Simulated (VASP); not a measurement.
Level of theory: optB86b-vdW, VASP's PBE PAW potentials (set 64) (plane waves; VASP).

A VASP calculation is set up with these files.

### KPOINTS
```
k-points along high-symmetry lines
10
Line-mode
Reciprocal
  0.000000   0.000000   0.000000 ! GAMMA
  0.000000   0.500000   0.000000 ! M

  0.000000   0.500000   0.000000 ! M
 -0.333333   0.666667   0.000000 ! K

 -0.333333   0.666667   0.000000 ! K
  0.000000   0.000000   0.000000 ! GAMMA

  0.000000   0.000000   0.000000 ! GAMMA
  0.000000   0.000000   0.500000 ! A

  0.000000   0.000000   0.500000 ! A
  0.000000   0.500000   0.500000 ! L

  0.000000   0.500000   0.500000 ! L
 -0.333333   0.666667   0.500000 ! H

 -0.333333   0.666667   0.500000 ! H
  0.000000   0.000000   0.500000 ! A

  0.000000   0.500000   0.500000 ! L
  0.000000   0.500000   0.000000 ! M

 -0.333333   0.666667   0.500000 ! H
 -0.333333   0.666667   0.000000 ! K
```

File POSCAR:
```
ZnS
3.8194670
  0.5000000230  -0.8660254325   0.0000000000
  0.5000000230   0.8660254325   0.0000000000
  0.0000000000   0.0000000000   1.6396090374
Zn S
2 2
Direct
  0.6666670000   0.3333330000   0.5002260616
  0.3333330000   0.6666670000   0.0002260616
  0.6666670000   0.3333330000   0.8747739384
  0.3333330000   0.6666670000   0.3747739384
```

### INCAR
```
SYSTEM=ZnS
PREC=Accurate; ENCUT=520; LREAL=.FALSE.
LASPH=.TRUE.; ICHARG=11
EDIFF=1E-7; NELM=100; ALGO=Normal
LMAXMIX=4
ISMEAR=0; SIGMA=0.05
GGA=MK; LUSE_VDW=.TRUE.; AGGAC=0.0
PARAM1=0.1234; PARAM2=1.0
LWAVE=.FALSE.; LCHARG=.FALSE.; LORBIT=11
```

POTCAR, in this order: Zn S (PBE.64 set). Program: vasp_std. Read from the step before: CHGCAR.

What VASP printed:

OUTCAR:
```
 ion  position               nearest neighbor table
   1  0.667  0.333  0.500-   4 2.34   4 2.34   4 2.34   3 2.35
   2  0.333  0.667  0.000-   3 2.34   3 2.34   3 2.34   4 2.35
   3  0.667  0.333  0.875-   2 2.34   2 2.34   2 2.34   1 2.35
   4  0.333  0.667  0.375-   1 2.34   1 2.34   1 2.34   2 2.35
  LATTYP: Found a hexagonal cell.
 ALAT       =     3.8194671390
 C/A-ratio  =     1.6396089778
 Subroutine PRICEL returns:
 Original cell was already a primitive cell.
 Subroutine GETGRP returns: Found 12 space group operations
The static configuration has the point symmetry C_3v.
 The point group associated with its full space group is C_6v.
The dynamic configuration has the point symmetry C_3v.
 Subroutine INISYM returns: Found 12 space group operations
   k-points           NKPTS =     90   k-points in BZ     NKDIM =     90   number of bands    NBANDS=     22
   number of dos      NEDOS =    301   number of ions     NIONS =      4
   total plane-waves  NPLWV =  37632
   dimension x,y,z NGX =    28 NGY =   28 NGZ =   48
   dimension x,y,z NGXF=    56 NGYF=   56 NGZF=   96
   ions per type =               2   2
   PREC   = accura    normal or accurate (medium, high low for compatibility)
   ISTART =      0    job   : 0-new  1-cont  2-samecut
   ICHARG =     11    charge: 1-file 2-atom 10-const
   ISPIN  =      1    spin polarized calculation?
   LNONCOLLINEAR =      F non collinear calculations
   LSORBIT =      F    spin-orbit coupling
   INIWAV =      1    electr: 0-lowe 1-rand  2-diag
   ENCUT  =  520.0 eV  38.22 Ry    6.18 a.u.   7.10  7.10 11.64*2*pi/ulx,y,z
   NELM   =    100;   NELMIN=  2; NELMDL= -5     # of ELM steps
   EDIFF  = 0.1E-06   stopping-criterion for ELM
   LREAL  =      F    real-space projection
   NLSPLINE    = F    spline interpolate recip. space projectors
   LMAXMIX     =    4 max onsite mixed and CHGCAR
   VOSKOWN=      0    Vosko Wilk Nusair interpolation
   EDIFFG = 0.1E-05   stopping-criterion for IOM
   NSW    =      0    number of steps for IOM
   NBLOCK =      1;   KBLOCK =      1    inner block; outer block
   IBRION =     -1    ionic relax: 0-MD 1-quasi-New 2-CG
   NFREE  =      0    steps in history (QN), initial steepest desc. (CG)
   ISIF   =      2    stress and relaxation
   ISYM   =      2    0-nonsym 1-usesym 2-fastsym
   TEIN   =    0.0    initial temperature
   TEBEG  =    0.0;   TEEND  =   0.0 temperature during run
   SMASS  =  -3.00    Nose mass-parameter (am)
   PSTRESS=    0.0 pullay stress
   NELECT =      36.0000    total number of electrons
   EFERMI =   0.00;   METHOD = LEGACY
   ISMEAR =     0;   SIGMA  =   0.05  broadening in eV -4-tet -1-fermi 0-gaus
   IALGO  =     38    algorithm
   LDIAG  =      T    sub-space diagonalisation (order eigenvalues)
   IMIX   =      4    mixing-type and parameters
     AMIX     =   0.40;   BMIX     =  1.00
     AMIX_MAG =   1.60;   BMIX_MAG =  1.00
     AMIN     =   0.10
   GGA     = MK    functional components
   VOSKOWN =     0    Vosko Wilk Nusair interpolation
   LHFCALC =     F    Hartree Fock is set to
   LHFONE  =     F    Hartree Fock one center treatment
   AEXX    =    0.0000 exact exchange contribution
   LUSE_VDW   =     T    switch on vdW DFT
   IVDW    =     0    specifies the selected vdW correction
   LEPSILON=     F    determine dielectric tensor
   LRPA    =     F    only Hartree local field effects (RPA)
  energy-cutoff  :      520.00
  volume of cell :       79.12
      direct lattice vectors                 reciprocal lattice vectors
     1.909733588 -3.307755561  0.000000000     0.261816624 -0.151159900  0.000000000
     1.909733588  3.307755561  0.000000000     0.261816624  0.151159900  0.000000000
     0.000000000  0.000000000  6.262432611     0.000000000  0.000000000  0.159682357
 k-point     1 :   0.0000 0.0000 0.0000  plane waves:    2105
 k-point     2 :   0.0000 0.0556 0.0000  plane waves:    2119
 k-point     3 :   0.0000 0.1111 0.0000  plane waves:    2117
 k-point     4 :   0.0000 0.1667 0.0000  plane waves:    2126
 k-point     5 :   0.0000 0.2222 0.0000  plane waves:    2142
...
```

### OSZICAR
```
       N       E                     dE             d eps       ncg     rms          rms(c)
DAV:   1     0.244302264587E+03    0.24430E+03   -0.17832E+04  3960   0.199E+03
DAV:   2     0.182296150680E+02   -0.22607E+03   -0.22091E+03  4094   0.387E+02
DAV:   3    -0.340389408552E+01   -0.21634E+02   -0.21395E+02  4758   0.117E+02
DAV:   4    -0.387633088710E+01   -0.47244E+00   -0.47184E+00  4524   0.173E+01
DAV:   5    -0.388483084987E+01   -0.85000E-02   -0.84983E-02  4892   0.213E+00
DAV:   6    -0.388504287805E+01   -0.21203E-03   -0.21202E-03  4620   0.351E-01
DAV:   7    -0.388505125712E+01   -0.83791E-05   -0.83789E-05  4908   0.615E-02
DAV:   8    -0.388505152376E+01   -0.26664E-06   -0.26665E-06  4500   0.117E-02
DAV:   9    -0.388505153405E+01   -0.10295E-07   -0.10271E-07  3526   0.221E-03
   1 F= -.38850515E+01 E0= -.38850515E+01  d E =-.535118E-14
```

File OUTCAR:
```
 val. band max:        2.0139618389   @ k =  -0.0000   0.0000   0.0000

 cond. band min:       4.1189684932   @ k =  -0.0000   0.0000   0.0000



 k-point     1 :       0.0000    0.0000    0.0000
  band No.  band energies     occupation
      1     -11.1139      2.00000
      2     -10.1814      2.00000
      3      -4.3778      2.00000
      4      -4.3654      2.00000
      5      -4.3653      2.00000
      6      -4.2847      2.00000
      7      -4.2847      2.00000
      8      -3.9377      2.00000
      9      -3.9377      2.00000
     10      -3.8620      2.00000
     11      -3.8620      2.00000
     12      -3.7072      2.00000
     13      -3.2948      2.00000
     14       1.1295      2.00000
     15       1.1295      2.00000
     16       1.9362      2.00000
     17       2.0139      2.00000
     18       2.0140      2.00000
     19       4.1190      0.00000
     20       5.0540      0.00000
     21       8.2914      0.00000
     22       8.2917      0.00000

 k-point     2 :       0.0000    0.0556    0.0000
  band No.  band energies     occupation
      1     -11.0928      2.00000
      2     -10.1695      2.00000
      3      -4.3755      2.00000
      4      -4.3648      2.00000
      5      -4.3611      2.00000
      6      -4.2827      2.00000
      7      -4.2787      2.00000
      8      -3.9404      2.00000
      9      -3.9380      2.00000
     10      -3.8767      2.00000
     11      -3.8610      2.00000
     12      -3.6952      2.00000
     13      -3.2645      2.00000
     14       0.9473      2.00000
     15       1.0782      2.00000
     16       1.7852      2.00000
     17       1.9116      2.00000
     18       1.9877      2.00000
     19       4.3310      0.00000
     20       5.2273      0.00000
     21       8.1714      0.00000
     22       8.3553      0.00000

 k-point     3 :       0.0000    0.1111    0.0000
  band No.  band energies     occupation
      1     -11.0308      2.00000
      2     -10.1351      2.00000
...
```

The density is held fixed in this step, so its total energy and stress have no physical meaning.

The compound is ZnS in the wurtzite structure, the high-temperature form. It was relaxed first.
